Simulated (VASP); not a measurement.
YAl (relaxed from the NiAs type structure, space group P6_3/mmc): computed properties

Calculation: LDA (Ceperley-Alder, Perdew-Zunger), VASP's LDA PAW potentials (set 64) (plane waves; VASP 6.6.1).

```
Property                                                                                                 Value
----------------------------------  --------------------------------------------------------------------------
space group                                                                                     P6_3/mmc (194)
cell                                a = 3.382 Å, b = 3.382 Å, c = 9.640 Å, α = 90.00°, β = 90.00°, γ = 120.00°
volume per atom                                                                                  23.86 Å³/atom
band gap (over mesh and band path)                                    none (metal, semimetal or under 0.01 eV)
density                                                                                             4.03 g/cm³
```

```yaml
crystal:
  lattice:
    - [3.38152, 0.00000, 0.00000]
    - [-1.69076, 2.92848, 0.00000]
    - [0.00000, 0.00000, 9.63967]
  atoms:
    - { symbol: Y, position: [0.00000, 0.00000, 0.00000] }
    - { symbol: Y, position: [0.00000, 0.00000, 0.50000] }
    - { symbol: Al, position: [0.33333, 0.66667, 0.25000] }
    - { symbol: Al, position: [0.66667, 0.33333, 0.75000] }
```

The structure was generated: YAl was put into the NiAs type type (P6_3/mmc), which need not be its known phase. It was relaxed first, which changed the volume by -35 %. Symmetry was kept, so distortions that lower it aren't found.
